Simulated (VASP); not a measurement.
Level of theory: MS2 meta-GGA, VASP's PBE PAW potentials (set 64) (plane waves; VASP).

VASP ran on this input.

**KPOINTS**
```
Automatic mesh
0
Gamma
11 11 6
0 0 0
```

**INCAR**
```
SYSTEM = Lu
PREC = Accurate
ENCUT = 520
EDIFF = 1E-6
NELM = 100
ALGO = Normal
LREAL = .FALSE.
LASPH = .TRUE.
ISMEAR = 1
SIGMA = 0.1
METAGGA = MS2
LMIXTAU = .TRUE.
LMAXMIX = 6
LWAVE = .FALSE.
LCHARG = .FALSE.
IBRION = 2
ISIF = 3
NSW = 60
EDIFFG = -0.01
```

File POSCAR:
```
Lu
1
    1.7500000000    -3.0310890000     0.0000000000
    1.7500000000     3.0310890000     0.0000000000
    0.0000000000     0.0000000000     5.5500000000
Lu
2
Direct
  0.3333330000   0.6666670000   0.2500000000
  0.6666670000   0.3333330000   0.7500000000
```

POTCAR, in this order: Lu_3 (PBE.64 set). Program: vasp_std.

What VASP printed:

### OSZICAR
```
       N       E                     dE             d eps       ncg     rms          rms(c)
DAV:   1     0.767295256925E+02    0.76730E+02   -0.88787E+03  2807   0.153E+03
DAV:   2     0.225566931128E+02   -0.54173E+02   -0.52891E+02  2819   0.740E+02
DAV:   3     0.201005387193E+02   -0.24562E+01   -0.23068E+01  3076   0.678E+01
DAV:   4     0.200064611665E+02   -0.94078E-01   -0.92146E-01  3062   0.104E+01
DAV:   5     0.200022694168E+02   -0.41917E-02   -0.38358E-02  2852   0.201E+00    0.331E+01
DAV:   6     0.224556524064E+02    0.24534E+01   -0.50047E+00  2561   0.383E+01    0.136E+01
DAV:   7     0.238853623113E+02    0.14297E+01   -0.97172E-01  3086   0.199E+01    0.211E+00
DAV:   8     0.248235583836E+02    0.93820E+00   -0.10507E+00  2616   0.117E+01    0.432E+00
DAV:   9     0.248328676820E+02    0.93093E-02   -0.33681E-02  2840   0.290E+00    0.495E+00
DAV:  10     0.238311875225E+02   -0.10017E+01   -0.82812E-01  2506   0.111E+01    0.112E+00
DAV:  11     0.237435301183E+02   -0.87657E-01   -0.10124E-01  2561   0.419E+00    0.805E-01
DAV:  12     0.237344079652E+02   -0.91222E-02   -0.20763E-02  2455   0.162E+00    0.132E+00
DAV:  13     0.237320802848E+02   -0.23277E-02   -0.27401E-03  2718   0.677E-01    0.894E-01
DAV:  14     0.237312389231E+02   -0.84136E-03   -0.14090E-03  2268   0.398E-01    0.753E-01
DAV:  15     0.237301875971E+02   -0.10513E-02   -0.24532E-03  2399   0.483E-01    0.535E-01
DAV:  16     0.237301572217E+02   -0.30375E-04   -0.18750E-04  2529   0.141E-01    0.445E-01
DAV:  17     0.237299932003E+02   -0.16402E-03   -0.11212E-03  2492   0.284E-01    0.228E-01
DAV:  18     0.237298554326E+02   -0.13777E-03   -0.18141E-04  2545   0.144E-01    0.136E-01
DAV:  19     0.237298356594E+02   -0.19773E-04   -0.19293E-05  2669   0.638E-02    0.118E-01
DAV:  20     0.237297647991E+02   -0.70860E-04   -0.11995E-04  2532   0.113E-01    0.979E-03
DAV:  21     0.237297545163E+02   -0.10283E-04   -0.61231E-06  2403   0.369E-02    0.348E-03
DAV:  22     0.237297540695E+02   -0.44678E-06   -0.80476E-07  1395   0.154E-02
   1 F= 0.23729754E+02 E0= 0.23728788E+02  d E =0.237298E+02
       N       E                     dE             d eps       ncg     rms          rms(c)
DAV:   1     0.235311958813E+02   -0.19856E+00   -0.72929E+00  1824   0.798E+01    0.361E+00
DAV:   2     0.236475096013E+02    0.11631E+00   -0.54155E-01  2510   0.129E+01    0.149E+00
DAV:   3     0.237098746339E+02    0.62365E-01   -0.16074E-01  2501   0.852E+00    0.593E-01
DAV:   4     0.237093838062E+02   -0.49083E-03   -0.30057E-02  2847   0.208E+00    0.291E-01
DAV:   5     0.237083818320E+02   -0.10020E-02   -0.46625E-03  2716   0.127E+00    0.123E-01
DAV:   6     0.237085468272E+02    0.16500E-03   -0.93098E-03  2286   0.104E+00    0.990E-02
DAV:   7     0.237077394587E+02   -0.80737E-03   -0.36751E-03  2155   0.582E-01    0.212E-02
DAV:   8     0.237077581148E+02    0.18656E-04   -0.15576E-04  2661   0.147E-01    0.186E-02
DAV:   9     0.237077435734E+02   -0.14541E-04   -0.12175E-04  2088   0.116E-01    0.121E-02
DAV:  10     0.237077372961E+02   -0.62772E-05   -0.43197E-05  2358   0.601E-02    0.183E-03
DAV:  11     0.237077352816E+02   -0.20146E-05   -0.23605E-07  1182   0.140E-02    0.192E-03
DAV:  12     0.237077373281E+02    0.20466E-05   -0.94122E-08  1032   0.164E-02    0.138E-03
DAV:  13     0.237077349074E+02   -0.24207E-05   -0.35913E-07  1057   0.103E-02    0.941E-04
DAV:  14     0.237077350531E+02    0.14564E-06   -0.14869E-07   982   0.184E-02
   2 F= 0.23707735E+02 E0= 0.23706831E+02  d E =-.220190E-01
       N       E                     dE             d eps       ncg     rms          rms(c)
DAV:   1     0.237015776759E+02   -0.61572E-02   -0.23348E-01  1824   0.141E+01    0.671E-01
DAV:   2     0.237045306990E+02    0.29530E-02   -0.18033E-02  2419   0.216E+00    0.276E-01
DAV:   3     0.237063943769E+02    0.18637E-02   -0.59497E-03  2530   0.156E+00    0.108E-01
DAV:   4     0.237063992187E+02    0.48418E-05   -0.11542E-03  2819   0.408E-01    0.497E-02
DAV:   5     0.237064746011E+02    0.75382E-04   -0.17764E-04  2733   0.249E-01    0.245E-02
DAV:   6     0.237065232678E+02    0.48667E-04   -0.55535E-04  2188   0.250E-01    0.217E-02
DAV:   7     0.237064871020E+02   -0.36166E-04   -0.23247E-04  2257   0.140E-01    0.159E-03
DAV:   8     0.237064840054E+02   -0.30966E-05   -0.86651E-06  2460   0.328E-02    0.447E-03
DAV:   9     0.237064828771E+02   -0.11283E-05   -0.37981E-06  2119   0.198E-02    0.645E-04
DAV:  10     0.237064823752E+02   -0.50189E-06   -0.56842E-08   927   0.478E-03
   3 F= 0.23706482E+02 E0= 0.23705474E+02  d E =-.232717E-01
       N       E                     dE             d eps       ncg     rms          rms(c)
DAV:   1     0.237064149222E+02   -0.67955E-04   -0.24359E-03  1839   0.144E+00    0.681E-02
DAV:   2     0.237064765569E+02    0.61635E-04   -0.18562E-04  2387   0.221E-01    0.280E-02
DAV:   3     0.237065140485E+02    0.37492E-04   -0.60116E-05  2514   0.163E-01    0.110E-02
DAV:   4     0.237065070899E+02   -0.69586E-05   -0.11758E-05  2739   0.414E-02    0.500E-03
DAV:   5     0.237065004949E+02   -0.65950E-05   -0.59940E-07   997   0.253E-02    0.309E-03
DAV:   6     0.237064973392E+02   -0.31558E-05   -0.59342E-06  2487   0.273E-02    0.226E-03
DAV:   7     0.237064967245E+02   -0.61465E-06   -0.26515E-06  1983   0.168E-02
   4 F= 0.23706497E+02 E0= 0.23705497E+02  d E =-.232573E-01
       N       E                     dE             d eps       ncg     rms          rms(c)
DAV:   1     0.237051156755E+02   -0.13817E-02   -0.62552E-02  2506   0.388E+00    0.225E-01
DAV:   2     0.237058062377E+02    0.69056E-03   -0.18285E-03  2814   0.687E-01    0.106E-01
DAV:   3     0.237059265488E+02    0.12031E-03   -0.62123E-04  3019   0.316E-01    0.570E-02
DAV:   4     0.237059754770E+02    0.48928E-04   -0.12096E-04  2856   0.140E-01    0.215E-02
DAV:   5     0.237059698640E+02   -0.56130E-05   -0.15214E-04  2490   0.157E-01    0.148E-02
DAV:   6     0.237059471762E+02   -0.22688E-04   -0.19237E-05  2516   0.602E-02    0.396E-03
DAV:   7     0.237059463788E+02   -0.79739E-06   -0.18541E-06  1604   0.192E-02
   5 F= 0.23705946E+02 E0= 0.23705058E+02  d E =-.550346E-03
       N       E                     dE             d eps       ncg     rms          rms(c)
DAV:   1     0.237058800199E+02   -0.67156E-04   -0.28629E-03  2506   0.828E-01    0.471E-02
DAV:   2     0.237059077464E+02    0.27726E-04   -0.81820E-05  2796   0.147E-01    0.228E-02
DAV:   3     0.237059088798E+02    0.11335E-05   -0.30992E-05  2971   0.717E-02    0.132E-02
DAV:   4     0.237059152068E+02    0.63269E-05   -0.82134E-06  2580   0.366E-02    0.408E-03
DAV:   5     0.237059135591E+02   -0.16477E-05   -0.98789E-06  2247   0.391E-02    0.416E-03
DAV:   6     0.237059139927E+02    0.43357E-06   -0.40190E-07   857   0.127E-02
   6 F= 0.23705914E+02 E0= 0.23705058E+02  d E =-.582732E-03
```

**OUTCAR**
```
------------------------ aborting loop because EDIFF is reached ----------------------------------------
  FORCE on cell =-STRESS in cart. coord.  units (eV):
  Direction    XX          YY          ZZ          XY          YZ          ZX
  --------------------------------------------------------------------------------------
  Total        0.0027963      0.0027963     -0.0095723      0.0000000     -0.0000000      0.0000000
  in kB        0.0800163      0.0800163     -0.2739158      0.0000000     -0.0000000      0.0000000
  external PRESSURE =      -0.0379611 kB  Pullay stress =       0.0000000 kB
  volume of cell :       55.99
      direct lattice vectors                 reciprocal lattice vectors
     1.731501814 -2.999049199 -0.000000000     0.288766663 -0.166719506  0.000000000
     1.731501814  2.999049199 -0.000000000     0.288766663  0.166719506  0.000000000
     0.000000000  0.000000000  5.391041789     0.000000000  0.000000000  0.185492905
 POSITION                                       TOTAL-FORCE (eV/Angst)
 -----------------------------------------------------------------------------------
      1.73150      0.99969      1.34776         0.000000      0.000000      0.000000
      1.73150     -0.99969      4.04328        -0.000000      0.000000      0.000000
 -----------------------------------------------------------------------------------
    total drift:                                0.000001      0.000071     -0.000012
  FREE ENERGIE OF THE ION-ELECTRON SYSTEM (eV)
  ---------------------------------------------------
  free  energy   TOTEN  =        23.7059139927 eV

  energy  without entropy=       23.7033447238  energy(sigma->0) =       23.70505757

 reached required accuracy - stopping structural energy minimisation
```
(Selected blocks of OUTCAR.)

File CONTCAR:
```
Lu
   1.00000000000000
     1.7315018137540790   -2.9990491988022248   -0.0000000000000000
     1.7315018137540790    2.9990491988022248   -0.0000000000000000
     0.0000000000000000    0.0000000000000000    5.3910417891209850
  Lu
     2
Direct
     0.3333330000000032    0.6666669999999968    0.2500000000000000
     0.6666669999999968    0.3333330000000032    0.7500000000000000
```

Energy and stress use the plane-wave basis of the starting cell.

The compound is Lu in the hcp structure. This run relaxes it. Symmetry was kept, so distortions that lower it aren't found.
